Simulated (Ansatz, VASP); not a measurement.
**AlIr6 in VASP and in Ansatz**

```
CELL_PARAMETERS angstrom
5.94245 0.00000 0.00000
0.00000 5.94245 0.00000
0.00000 0.00000 5.94245
ATOMIC_POSITIONS crystal
Al 0.00000 0.00000 0.00000
Ir 0.19825 0.50000 0.50000
Ir 0.50000 0.19825 0.50000
Ir 0.80175 0.50000 0.50000
Ir 0.50000 0.80175 0.50000
Ir 0.50000 0.50000 0.19825
Ir 0.50000 0.50000 0.80175
```

Change from the starting cell: species swapped into the GdB6 type (Pm-3m, No. 221).

Alike in both runs: functional PBE; k mesh 4 × 4 × 4; occupations gaussian, width 0.1 eV; no spin polarisation.

Ansatz relaxed the structure, and its values are those at the end. VASP's run is a single point on that final structure, the one shown.

|  | VASP | Ansatz |
| --- | --- | --- |
| version | VASP 6.6.1 | Ansatz 0.2.0 |
| potentials or method | VASP PAW PBE potentials, release 64 (Al, Ir) | scalar-relativistic, plane waves, PAW |
| plane-wave cutoff (eV) | 520 | 420 |
| valence electrons in the cell | 57 | 105 |

|  | VASP | Ansatz | Ansatz less VASP |
| --- | --- | --- | --- |
| gap on the k mesh at the Fermi level (eV) | none | none | - |
| pressure (GPa) | 0.1 | 0.0 | -0.08 |
| rms of the force components (eV/Å) | 0.031 | 0.000 | -0.0311 |

A gap of «none» marks a metal or a gap that the smearing closes. The two sets of potentials don't hold the same shells in valence.

The runs have no spin-orbit coupling, so splittings on Ir are missing.
